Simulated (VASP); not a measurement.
Output of a VASP run:

File OSZICAR:
```
       N       E                     dE             d eps       ncg     rms          rms(c)
DAV:   1     0.463099908778E+03    0.46310E+03   -0.22629E+04   480   0.192E+03
DAV:   2     0.327148537286E+02   -0.43039E+03   -0.42432E+03   488   0.514E+02
DAV:   3    -0.300881017552E+02   -0.62803E+02   -0.59406E+02   816   0.161E+02
DAV:   4    -0.330050613462E+02   -0.29170E+01   -0.29141E+01   592   0.344E+01
DAV:   5    -0.331117576814E+02   -0.10670E+00   -0.10669E+00   752   0.515E+00    0.905E+01
DAV:   6    -0.680376337562E+02   -0.34926E+02   -0.27129E+02   648   0.159E+02    0.322E+01
DAV:   7    -0.627973520855E+02    0.52403E+01   -0.26070E+01   744   0.492E+01    0.148E+01
DAV:   8    -0.627953678479E+02    0.19842E-02   -0.23207E+00   568   0.108E+01    0.888E+00
DAV:   9    -0.628194630232E+02   -0.24095E-01   -0.46491E-01   672   0.471E+00    0.508E+00
DAV:  10    -0.625234164365E+02    0.29605E+00   -0.34945E-01   608   0.494E+00    0.249E+00
DAV:  11    -0.627899496613E+02   -0.26653E+00   -0.96703E-01   528   0.739E+00    0.905E-01
DAV:  12    -0.628126887379E+02   -0.22739E-01   -0.33122E-02   528   0.160E+00    0.690E-01
DAV:  13    -0.628384178905E+02   -0.25729E-01   -0.49501E-02   520   0.139E+00    0.128E-01
DAV:  14    -0.628386885107E+02   -0.27062E-03   -0.20305E-03   632   0.346E-01    0.224E-01
DAV:  15    -0.628409893376E+02   -0.23008E-02   -0.13895E-03   576   0.312E-01    0.794E-02
DAV:  16    -0.628415425695E+02   -0.55323E-03   -0.54520E-04   600   0.190E-01    0.473E-02
DAV:  17    -0.628415576442E+02   -0.15075E-04   -0.34128E-05   792   0.515E-02    0.358E-02
DAV:  18    -0.628415578753E+02   -0.23102E-06   -0.19554E-05   552   0.428E-02    0.945E-03
DAV:  19    -0.628415653896E+02   -0.75143E-05   -0.37131E-05   720   0.347E-02    0.247E-02
DAV:  20    -0.628415626832E+02    0.27064E-05   -0.12074E-05   720   0.257E-02    0.423E-03
DAV:  21    -0.628415625597E+02    0.12353E-06   -0.41872E-07   256   0.640E-03
   1 F= -.62841563E+02 E0= -.62841563E+02  d E =-.628416E+02
```

### OUTCAR
```
------------------------ aborting loop because EDIFF is reached ----------------------------------------
  FORCE on cell =-STRESS in cart. coord.  units (eV):
  Direction    XX          YY          ZZ          XY          YZ          ZX
  --------------------------------------------------------------------------------------
  Total        0.0226051      0.0226051      0.0226051     -0.0000000     -0.0000000      0.0000000
  in kB        0.5977508      0.5977508      0.5977508     -0.0000000     -0.0000000      0.0000000
  external PRESSURE =       0.5977508 kB  Pullay stress =       0.0000000 kB
  volume of cell :       60.59
      direct lattice vectors                 reciprocal lattice vectors
     3.927645794  0.000000000  0.000000000     0.254605444  0.000000000  0.000000000
     0.000000000  3.927645794  0.000000000     0.000000000  0.254605444  0.000000000
     0.000000000  0.000000000  3.927645794     0.000000000  0.000000000  0.254605444
 POSITION                                       TOTAL-FORCE (eV/Angst)
 -----------------------------------------------------------------------------------
      0.00000      0.00000      0.00000         0.000000      0.000000      0.000000
      1.96382      1.96382      1.96382         0.000000      0.000000      0.000000
      1.96382      0.00000      1.96382         0.000000      0.000000      0.000000
      0.00000      1.96382      1.96382         0.000000      0.000000      0.000000
      1.96382      1.96382      0.00000         0.000000      0.000000      0.000000
 -----------------------------------------------------------------------------------
    total drift:                                0.000000      0.000000     -0.000000
  FREE ENERGIE OF THE ION-ELECTRON SYSTEM (eV)
  ---------------------------------------------------
  free  energy   TOTEN  =       -62.8415625597 eV

  energy  without entropy=      -62.8415625597  energy(sigma->0) =      -62.84156256

 reached required accuracy - stopping structural energy minimisation
```
(Selected blocks of OUTCAR.)

**POSCAR**
```
SrTiO3
1
    3.9276457940     0.0000000000    -0.0000000000
   -0.0000000000     3.9276457940     0.0000000000
    0.0000000000     0.0000000000     3.9276457940
Sr Ti O
1 1 3
Direct
  0.0000000000   0.0000000000   0.0000000000
  0.5000000000   0.5000000000   0.5000000000
  0.5000000000   0.0000000000   0.5000000000
  0.0000000000   0.5000000000   0.5000000000
  0.5000000000   0.5000000000   0.0000000000
```

Task: Reconstruct the remaining input files.

Result: One answer among several that fit: the input of the run itself, TPSS meta-GGA, plane waves, VASP's PBE PAW potentials (set 64).

### KPOINTS
```
Automatic mesh
0
Gamma
5 5 5
0 0 0
```

**INCAR**
```
NSW = 60   # most ionic steps
ISMEAR = 0   # Gaussian
LREAL = .False.   # projection in real space or not
SIGMA = 0.05
LMAXMIX = 4   # l cut-off of mixed one-centre charges
EDIFFG = -0.02
SYSTEM = SrTiO3
ISIF = 3   # ions, shape and volume
IBRION = 2   # conjugate gradients
LCHARG = .False.
LMIXTAU = .True.
LWAVE = .False.
ALGO = Normal   # blocked Davidson
ENCUT = 520   # plane-wave cut-off (eV)
NELM = 100   # most electronic steps
LASPH = .True.   # aspherical one-centre terms
PREC = Accurate
EDIFF = 1E-6   # SCF stop (eV)
METAGGA = TPSS
```

POTCAR, in this order: Sr_sv Ti_sv O (PBE.64 set). Program: vasp_std.

The compound is SrTiO3 in the cubic perovskite structure, the ideal cubic form; the compound distorts at low or room temperature. It was relaxed first. The start is the result of an earlier pass.
